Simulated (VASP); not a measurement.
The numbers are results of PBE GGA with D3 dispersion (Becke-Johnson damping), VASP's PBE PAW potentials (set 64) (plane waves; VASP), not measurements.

VASP ran on this input.

KPOINTS:
```
kpoints
0
gamma
  12 12 8
```

**INCAR**
```
SYSTEM = TiAl
PREC = Accurate
ENCUT = 400
EDIFF = 1E-6
NELM = 100
ALGO = Normal
LREAL = .FALSE.
LASPH = .TRUE.
ISMEAR = 1
SIGMA = 0.1
GGA = PE
LMAXMIX = 4
LWAVE = .FALSE.
LCHARG = .FALSE.
ISIF = 2
IVDW = 12
```

File POSCAR:
```
TiAl
7.9352780
  0.3565483150   0.0000000000   0.0000000000
  0.0000000000   0.3508737816   0.0000000000
  0.0000000000   0.0000000000   0.5000000000
Ti Al
1 1
Cart
  0.0000000000   0.0000000000   0.0000000000
  0.1869172452   0.1754368908   0.2500000000
```

POTCAR, in this order: Ti_sv Al (PBE.64 set). Program: vasp_std.

Task: What will the output report for the number of irreducible k-points (NKPTS), number of bands (NBANDS), largest plane-wave count, number of space-group operations, FFT grid (NGX, NGY, NGZ)?

Result: 
```json
{
  "number of irreducible k-points (NKPTS)": "245",
  "number of bands (NBANDS)": "11",
  "largest_plane_wave_count": "589",
  "number_of_space_group_operations": "4",
  "FFT grid (NGX, NGY, NGZ)": "18 × 18 × 28"
}
```

The compound is TiAl in the L1_0 structure. The cell was not relaxed at this level, atoms are displaced from their ideal sites. The run is one of a series of settings (IVDW = 12 against the base run), some of them coarse on purpose. The electron count is odd and the run is not spin-polarised, which forces a metal.
